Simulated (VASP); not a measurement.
# C2BF2H in VASP: a series of runs

One molecule, C2BF2H, is run at these levels: PBE0+D3(BJ), r2SCAN0+D4; tasks: single point.

Everything below comes from runs of VASP 6.6.1. Logs are shortened: lines on timing, memory, paths and dates and some standing lists are left out, and cuts for length are marked.

### 1 Starting point

The cell holds a molecule in a box, 6 atoms: a = 13.000 Å, b = 11.000 Å, c = 13.000 Å, α = 90.00°, β = 90.00°, γ = 90.00°.

### 2 Single point, PBE0+D3(BJ)

POSCAR reads:

```
BHC2F2
1.0
   13.0000000000      0.0000000000      0.0000000000
    0.0000000000     11.0000000000      0.0000000000
    0.0000000000      0.0000000000     13.0000000000
C B F H
2 1 2 1
Direct
    0.4188423100      0.5621409100      0.5866730800
    0.4700038500      0.5308136400      0.5142346200
    0.5346653800      0.4912318200      0.4226884600
    0.4986346200      0.4139318200      0.3543653800
    0.6284884600      0.5331318200      0.4091730800
    0.3735115400      0.5898863600      0.6508653800
```

INCAR.step1 reads:

```
SYSTEM = BHC2F2
PREC = Accurate ; ENCUT = 400
EDIFF = 1E-5 ; ISMEAR = 0
SIGMA = 0.01 ; LREAL = .False.
LASPH = .True. ; NELM = 60
ALGO = Normal ; ISIF = 2
LWAVE = .True. ; LCHARG = .False.
NBANDS = 22 ; GGA = PE
```

INCAR.step2 reads:

```
SYSTEM = BHC2F2
PREC = Accurate ; ENCUT = 400
EDIFF = 1E-6 ; ISMEAR = 0
SIGMA = 0.01 ; LREAL = .False.
LASPH = .True. ; NELM = 60
ALGO = Normal ; ISIF = 2
LWAVE = .False. ; LCHARG = .False.
GGA = PE ; LHFCALC = .True.
AEXX = 0.25 ; PRECFOCK = Fast
HFRCUT = -1 ; IVDW = 12
NBANDS = 22 ; ISTART = 1
```

KPOINTS reads:

```
regular mesh
0
Gamma
  1 1 1
  0 0 0
```

Potentials or basis: VASP PAW PBE potentials, release 64 (C_s, B_s, F_s, H_s).

Command:

```bash
$ cat potpaw_PBE.64/C_s/POTCAR potpaw_PBE.64/B_s/POTCAR potpaw_PBE.64/F_s/POTCAR potpaw_PBE.64/H_s/POTCAR > POTCAR
$ cp INCAR.step1 INCAR
$ mpirun -np 1 vasp_gam > vasp.out
$ cp INCAR.step2 INCAR
$ mpirun -np 1 vasp_gam > vasp.out
```

OUTCAR:

```text
SYSTEM = BHC2F2
   PREC = Accurate
   ENCUT = 400
   EDIFF = 1E-6
   ISMEAR = 0
   LREAL = .False.
   LASPH = .True.
   NELM = 60
   ISIF = 2
   GGA = PE
   LHFCALC = .True.
   AEXX = 0.25
   PRECFOCK = Fast
   IVDW = 12
   ISTART = 1
 IVDW          = 12

 ion  position               nearest neighbor table
   1  0.419  0.562  0.587-   6 1.07   2 1.20
   2  0.470  0.531  0.514-   1 1.20   3 1.52
   3  0.535  0.491  0.423-   5 1.32   4 1.32   2 1.52
   4  0.499  0.414  0.354-   3 1.32
   5  0.628  0.533  0.409-   3 1.32
   6  0.374  0.590  0.651-   1 1.07

  LATTYP: Found a simple tetragonal cell.
 ALAT       =    13.0000000000
 C/A-ratio  =     0.8461538462

  Lattice vectors:

 A1 = ( -13.0000000000,   0.0000000000,   0.0000000000)
 A2 = (   0.0000000000,   0.0000000000,  13.0000000000)
 A3 = (   0.0000000000,  11.0000000000,   0.0000000000)

Analysis of symmetry for initial positions (statically):
=====================================================================
 Subroutine PRICEL returns:
 Original cell was already a primitive cell.

 Routine SETGRP: Setting up the symmetry group for a
 simple tetragonal supercell.

 Subroutine GETGRP returns: Found  1 space group operations
 (whereof  1 operations were pure point group operations)
 out of a pool of 16 trial point group operations.

The static configuration has the point symmetry C_1 .

Analysis of symmetry for dynamics (positions and initial velocities):
=====================================================================
 Subroutine PRICEL returns:
 Original cell was already a primitive cell.

 Routine SETGRP: Setting up the symmetry group for a
 simple tetragonal supercell.

 Subroutine GETGRP returns: Found  1 space group operations
 (whereof  1 operations were pure point group operations)
 out of a pool of 16 trial point group operations.

The dynamic configuration has the point symmetry C_1 .

 Subroutine INISYM returns: Found  1 space group operations
 (whereof  1 operations are pure point group operations),
 and found     1 'primitive' translations

----------------------------------------------------------------------------------------

                                     Primitive cell

  volume of cell :    1859.0000

  direct lattice vectors                    reciprocal lattice vectors
    13.000000000  0.000000000  0.000000000     0.076923077  0.000000000  0.000000000
     0.000000000 11.000000000  0.000000000     0.000000000  0.090909091  0.000000000
     0.000000000  0.000000000 13.000000000     0.000000000  0.000000000  0.076923077

  length of vectors
    13.000000000 11.000000000 13.000000000     0.076923077  0.090909091  0.076923077

  position of ions in fractional coordinates (direct lattice)
     0.418842310  0.562140910  0.586673080
     0.470003850  0.530813640  0.514234620
     0.534665380  0.491231820  0.422688460
     0.498634620  0.413931820  0.354365380
     0.628488460  0.533131820  0.409173080
     0.373511540  0.589886360  0.650865380

  ion indices of the primitive-cell ions
   primitive index   ion index
                 1           1
                 2           2
                 3           3
                 4           4
                 5           5
                 6           6

----------------------------------------------------------------------------------------

 KPOINTS: regular mesh

Automatic generation of k-mesh.
 Grid dimensions read from file:
 generate k-points for:    1    1    1

 Generating k-lattice:

  Cartesian coordinates                     Fractional coordinates (reciprocal lattice)
     0.076923077  0.000000000  0.000000000     1.000000000  0.000000000  0.000000000
     0.000000000  0.090909091  0.000000000     0.000000000  1.000000000  0.000000000
     0.000000000  0.000000000  0.076923077     0.000000000  0.000000000  1.000000000

  Length of vectors
     0.076923077  0.090909091  0.076923077

  Shift w.r.t. Gamma in fractional coordinates (k-lattice)
     0.000000000  0.000000000  0.000000000

 Subroutine IBZKPT returns following result:
 ===========================================

 Found      1 irreducible k-points:

 Following reciprocal coordinates:
            Coordinates               Weight
  0.000000  0.000000  0.000000      1.000000
   k-points           NKPTS =      1   k-points in BZ     NKDIM =      1   number of bands    NBANDS=     22
   number of dos      NEDOS =    301   number of ions     NIONS =      6
   total plane-waves  NPLWV = 583200
   dimension x,y,z NGX =    90 NGY =   72 NGZ =   90
   dimension x,y,z NGXF=   180 NGYF=  144 NGZF=  180
   ions per type =               2   1   2   1
   NGX,Y,Z   is equivalent  to a cutoff of  11.51, 10.88, 11.51 a.u.
   NGXF,Y,Z  is equivalent  to a cutoff of  23.02, 21.76, 23.02 a.u.
 SYSTEM =  BHC2F2
   PREC   = accura    normal or accurate (medium, high low for compatibility)
   ISTART =      1    job   : 0-new  1-cont  2-samecut
   ICHARG =      0    charge: 1-file 2-atom 10-const
   ISPIN  =      1    spin polarized calculation?
   LNONCOLLINEAR =      F non collinear calculations
   LSORBIT =      F    spin-orbit coupling
   LASPH  =      T    aspherical Exc in radial PAW
   ENCUT  =  400.0 eV  29.40 Ry    5.42 a.u.  21.20 17.94 21.20*2*pi/ulx,y,z
   NELM   =     60;   NELMIN=  2; NELMDL=  0     # of ELM steps
   EDIFF  = 0.1E-05   stopping-criterion for ELM
   LREAL  =      F    real-space projection
   EDIFFG = 0.1E-04   stopping-criterion for IOM
   NSW    =      0    number of steps for IOM
   IBRION =     -1    ionic relax: 0-MD 1-quasi-New 2-CG
   NFREE  =      0    steps in history (QN), initial steepest desc. (CG)
   ISIF   =      2    stress and relaxation
   ISYM   =      3    0-nonsym 1-usesym 2-fastsym
   POTIM  = 0.5000    time-step for ionic-motion
   TEBEG  =    0.0;   TEEND  =   0.0 temperature during run
   PSTRESS=    0.0 pullay stress
   NELECT =      26.0000    total number of electrons
   NUPDOWN=      -1.0000    fix difference up-down
   EMIN   =  10.00;   EMAX   =-10.00  energy-range for DOS
   EFERMI =   0.00;   METHOD = LEGACY
   ISMEAR =     0;   SIGMA  =   0.01  broadening in eV -4-tet -1-fermi 0-gaus
   EFERMI_NEDOS =   21; number of points for ismear=-14 and -15
   IALGO  =     38    algorithm
   IMIX   =      1    mixing-type and parameters
     AMIX     =   0.40;   BMIX     =  1.00
     AMIX_MAG =   1.60;   BMIX_MAG =  1.00
  volume/ion in A,a.u.               =     309.83      2090.86
  Fermi-wavevector in a.u.,A,eV,Ry     =   0.394433  0.745370  2.116755  0.155577
  Thomas-Fermi vector in A             =   1.339184
   LORBIT       =      0    0 simple, 1 ext, 2 COOP (PROOUT), +10 PAW based schemes
   GGA     = PE    functional components
   LHFCALC =     T    Hartree Fock is set to
   PRECFOCK=fast      Normal, Fast or Accurate (Low or Medium for compatibility)
   ENCUT4O =  -1.0   cutoff for four orbital integrals eV
   NKREDX  =     1    reduce k-point grid by
   NKREDY  =     1    reduce k-point grid by
   NKREDZ  =     1    reduce k-point grid by
   AEXX    =    0.2500 exact exchange contribution
   HFSCREEN=    0.0000 screening length (either q_TF or 0.3 A-1)
   HFSCREENC=   0.0000 screening length for correlation (either q_TF or 0.3 A-1)
   ENCUTFOCK=  -1.0 apply spherical cutoff to Coloumb kernel
   IVDW    =    12    specifies the selected vdW correction
   LEPSILON=     F    determine dielectric tensor
   LRPA    =     F    only Hartree local field effects (RPA)
 non-spin polarized calculation
 Gauss-broadening in eV      SIGMA  =   0.01
  energy-cutoff  :      400.00
  volume of cell :     1859.00
 maximum number of plane-waves:     16860
 NGX is ok and might be reduce to    90
  NGX = 48; NGY = 40; NGZ = 48

 number of electron      26.0000012 magnetization

 Free energy of the ion-electron system (eV)
  ---------------------------------------------------
  ext. energy  EPLUGINS =         0.00000000
  ---------------------------------------------------
  free energy    TOTEN  =       -46.21878711 eV

  energy without entropy =      -46.21878711  energy(sigma->0) =      -46.21878711

 E-fermi :  -8.7202     XC(G=0):  -0.5027

 val. band max:       -8.7723236917   @ k =   0.0000   0.0000   0.0000
 cond. band min:      -1.3860837022   @ k =   0.0000   0.0000   0.0000
 fundamental gap:      7.3862399895
 Fermi energy:        -8.7202000485

 k-point     1 :       0.0000    0.0000    0.0000
  band No.  band energies     occupation
      1     -34.9762      2.00000
      2     -34.1586      2.00000
      3     -21.6961      2.00000
      4     -17.0226      2.00000
      5     -15.8682      2.00000
      6     -15.0916      2.00000
[... 14 lines left out ...]
     21       1.1422      0.00000
     22       1.2598      0.00000

------------------------ aborting loop because EDIFF is reached ----------------------------------------

 Edisp (eV)   -0.07197

 E8    (eV) :    -0.0283

  FORCE on cell =-STRESS in cart. coord.  units (eV):
  Direction    XX          YY          ZZ          XY          YZ          ZX
  --------------------------------------------------------------------------------------
  -------------------------------------------------------------------------------------
  Total       1.59911     0.65546     0.94539     0.81733     0.80533    -0.10623
  in kB       1.37819     0.56491     0.81479     0.70441     0.69408    -0.09155
  external pressure =        0.92 kB  Pullay stress =        0.00 kB

 VOLUME and BASIS-vectors are now :
 -----------------------------------------------------------------------------
  energy-cutoff  :      400.00
  volume of cell :     1859.00
      direct lattice vectors                 reciprocal lattice vectors
    13.000000000  0.000000000  0.000000000     0.076923077  0.000000000  0.000000000
     0.000000000 11.000000000  0.000000000     0.000000000  0.090909091  0.000000000
     0.000000000  0.000000000 13.000000000     0.000000000  0.000000000  0.076923077

 POSITION                                       TOTAL-FORCE (eV/Angst)
 -----------------------------------------------------------------------------------
      5.44495      6.18355      7.62675        -0.377907      0.196994      0.535592
      6.11005      5.83895      6.68505         0.421706     -0.218124     -0.596522
      6.95065      5.40355      5.49495        -0.825137      0.427055      1.166370
      6.48225      4.55325      4.60675        -0.465377     -0.862306     -0.910598
      8.17035      5.86445      5.31925         1.239906      0.457956     -0.183897
      4.85565      6.48875      8.46125         0.006809     -0.001575     -0.010945
 -----------------------------------------------------------------------------------
    total drift:                               -0.003888     -0.004681      0.003782

  FREE ENERGIE OF THE ION-ELECTRON SYSTEM (eV)
  ---------------------------------------------------
  free  energy   TOTEN  =       -46.2907547089 eV

  energy  without entropy=      -46.2907547089  energy(sigma->0) =      -46.29075471
```

Wall time 3.5 min (1 thread of Intel Xeon 6975P-C (Granite Rapids), shared host); peak memory 1.1 GiB.

Results:

* Free energy: -46.2908 eV
* Largest force: 1.491 eV/Å
* Gap between the frontier levels: 7.39 eV
* Dispersion energy per atom: -0.012 eV

Forces on the atoms (eV/Å):
```
C   -0.378  0.197  0.536
C    0.422 -0.218 -0.597
B   -0.825  0.427  1.166
F   -0.465 -0.862 -0.911
F    1.240  0.458 -0.184
H    0.007 -0.002 -0.011
```

Caveat: the standard files for N, O and F lose accuracy on very short bonds; the PAW data sets were made with another functional, which shifts forces and pressure a little.

### 3 Single point, r2SCAN0+D4

POSCAR reads:

```
BHC2F2
1.0
   13.0000000000      0.0000000000      0.0000000000
    0.0000000000     11.0000000000      0.0000000000
    0.0000000000      0.0000000000     13.0000000000
C B F H
2 1 2 1
Cartesian
    5.4449500300      6.1835500100      7.6267500400
    6.1100500500      5.8389500400      6.6850500600
    6.9506499400      5.4035500200      5.4949499800
    6.4822500600      4.5532500200      4.6067499400
    8.1703499800      5.8644500200      5.3192500400
    4.8556500200      6.4887499600      8.4612499400
```

INCAR.step1 reads:

```
SYSTEM = BHC2F2
PREC     = Accurate       ! precision mode
ENCUT    = 520            ! plane-wave cutoff, eV
EDIFF    = 1E-5           ! SCF threshold, eV
ISMEAR   = 0              ! smearing method
SIGMA    = 0.01           ! smearing width, eV
LREAL    = .FALSE.        ! projectors in reciprocal space
LASPH    = .TRUE.         ! aspherical terms in the spheres
NELM     = 100            ! most SCF steps
ALGO     = Normal         ! electronic algorithm
ISIF     = 2              ! what is computed and relaxed
LWAVE    = .TRUE.         ! write WAVECAR
LCHARG   = .FALSE.        ! write CHGCAR
GGA      = PE             ! functional
```

INCAR.step2 reads:

```
SYSTEM = BHC2F2
PREC     = Accurate       ! precision mode
ENCUT    = 520            ! plane-wave cutoff, eV
EDIFF    = 1E-6           ! SCF threshold, eV
ISMEAR   = 0              ! smearing method
SIGMA    = 0.01           ! smearing width, eV
LREAL    = .FALSE.        ! projectors in reciprocal space
LASPH    = .TRUE.         ! aspherical terms in the spheres
NELM     = 100            ! most SCF steps
ALGO     = Normal         ! electronic algorithm
ISIF     = 2              ! what is computed and relaxed
LWAVE    = .FALSE.        ! write WAVECAR
LCHARG   = .FALSE.        ! write CHGCAR
METAGGA  = R2SCAN         ! meta-GGA
LHFCALC  = .TRUE.         ! exact exchange
AEXX     = 0.25           ! exact-exchange fraction
LMIXTAU  = .TRUE.       
PRECFOCK = Fast         
HFRCUT   = -1           
IVDW     = 13             ! dispersion correction
VDW_S6   = 1.0          
VDW_S8   = 0.8992       
VDW_A1   = 0.4778       
VDW_A2   = 5.8779       
ISTART   = 1
```

KPOINTS reads:

```
Automatic mesh
0
G
  1 1 1
  0 0 0
```

Potentials or basis: VASP PAW PBE potentials, release 64 (C, B, F, H).

Command:

```bash
$ cat potpaw_PBE.64/C/POTCAR potpaw_PBE.64/B/POTCAR potpaw_PBE.64/F/POTCAR potpaw_PBE.64/H/POTCAR > POTCAR
$ cp INCAR.step1 INCAR
$ mpirun -np 1 vasp_gam > vasp.out
$ cp INCAR.step2 INCAR
$ mpirun -np 1 vasp_gam > vasp.out
```

Run time: 11 min. Hardware: 1 thread of Intel Xeon 6975P-C (Granite Rapids), shared host; peak memory 1.7 GiB.

It converged, with:

```yaml
Free_energy: -50.3643 eV
Largest_force: 0.339 eV/Å
Gap_between_the_frontier_levels: 7.73 eV
Dispersion_energy_per_atom: -0.004 eV
```

Forces on the atoms (eV/Å):
```
C    0.163 -0.083 -0.232
C   -0.188  0.094  0.266
B   -0.071  0.034  0.099
F    0.049  0.048  0.044
F   -0.077 -0.042 -0.014
H    0.123 -0.051 -0.164
```

Levels at points of the mesh, in eV from the valence-band top:
```
           k point  band 9  band 10  band 11  band 12  band 13  band 14  band 15  band 16  band 17
(0.00, 0.00, 0.00)   -3.97    -3.58    -3.31    -0.20     0.00     7.73     9.00     9.33     9.79
```

Caveat: the standard files for N, O and F lose accuracy on very short bonds; the PAW data sets were made with another functional, which shifts forces and pressure a little.
